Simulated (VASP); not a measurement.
Data:

```yaml
crystal:
  lattice:
    - [4.54169, 0.00000, 0.00000]
    - [0.00000, 2.90820, 0.00000]
    - [0.00000, 0.00000, 4.86885]
  atoms:
    - { symbol: Ti, position: [0.25000, 0.00000, 0.82019] }
    - { symbol: Ti, position: [0.75000, 0.00000, 0.17981] }
    - { symbol: Au, position: [0.25000, 0.50000, 0.32411] }
    - { symbol: Au, position: [0.75000, 0.50000, 0.67589] }
```

Calculation: PBEsol GGA, VASP's PBE PAW potentials (set 64) (plane waves; VASP). Run with 300 eV cut-off, 5×7×4 Γ-centred mesh, Fermi-Dirac smearing of 0.050 eV, potentials Ti_sv Au.

The run has a spin-polarised start.

Task: Give the spin-up energies of bands 14 to 27 at the high-symmetry points, in eV from the Fermi level.

Result: 
```tsv
band	Γ	X	S	Y	Z	U	R	T
14	-4.80	-6.03	-5.49	-5.54	-5.44	-5.20	-5.51	-5.57
15	-4.67	-4.67	-5.08	-5.12	-4.82	-4.55	-5.39	-5.10
16	-4.60	-4.67	-5.08	-4.49	-4.69	-4.55	-5.39	-5.08
17	-4.13	-4.42	-4.40	-4.01	-4.31	-4.44	-3.48	-4.32
18	-4.02	-4.42	-4.40	-3.65	-4.30	-4.44	-3.48	-4.05
19	-3.91	-3.91	-1.50	-2.96	-4.04	-3.82	-1.44	-2.03
20	-2.99	-3.91	-1.50	-1.95	-4.02	-3.82	-1.44	-1.33
21	-1.44	-0.90	-1.46	-1.47	-1.51	-2.82	-0.19	-1.18
22	-0.59	-0.90	-1.46	-1.22	-0.81	-2.82	-0.19	-0.89
23	-0.49	-0.01	-1.01	-0.95	-0.80	-1.00	-0.12	-0.37
24	-0.30	-0.01	-1.01	-0.47	-0.58	-1.00	-0.12	-0.23
25	-0.28	0.31	0.12	-0.18	-0.52	0.54	0.42	0.31
26	1.53	0.31	0.12	0.93	0.90	0.54	0.42	2.09
27	1.91	1.59	2.24	1.79	1.41	1.14	2.03	2.21
```

Task: Give the spin-down energies of bands 14 to 27 at the high-symmetry points, in eV from the Fermi level.

Result: 
```
band      Γ      X      S      Y      Z      U      R      T
----  -----  -----  -----  -----  -----  -----  -----  -----
14    -4.78  -5.99  -5.43  -5.52  -5.33  -5.16  -5.48  -5.55
15    -4.65  -4.65  -5.04  -5.09  -4.73  -4.54  -5.36  -5.08
16    -4.58  -4.65  -5.04  -4.45  -4.67  -4.54  -5.36  -5.00
17    -4.12  -4.36  -4.34  -3.98  -4.30  -4.23  -3.45  -4.30
18    -3.98  -4.36  -4.34  -3.38  -4.30  -4.23  -3.45  -3.98
19    -3.90  -3.90  -1.34  -2.94  -4.02  -3.81  -1.33  -1.88
20    -2.89  -3.90  -1.34  -1.74  -4.02  -3.81  -1.33  -1.27
21    -1.22  -0.36  -1.33  -1.27  -1.29  -2.69  -0.03  -1.07
22    -0.34  -0.36  -1.33  -1.03  -0.50  -2.69  -0.03  -0.53
23     0.05   0.33  -0.86  -0.91  -0.19  -0.32   0.04  -0.16
24     0.30   0.33  -0.86   0.02  -0.01  -0.32   0.04   0.52
25     0.44   0.74   0.87   0.34   0.23   0.80   1.14   0.61
26     2.13   0.74   0.87   1.17   1.11   0.80   1.14   2.34
27     2.19   1.87   2.67   2.10   1.71   1.42   2.31   2.58
```

It has no gap at this level: it comes out as a metal or semimetal.

The structure comes from a computed database's TiAu entry (Pmma); how it stands against other phases isn't given here. The cell was not relaxed at this level. The k-mesh is coarse (spacing up to 0.32 per Å, 2π included), so the numbers may not be converged in it.
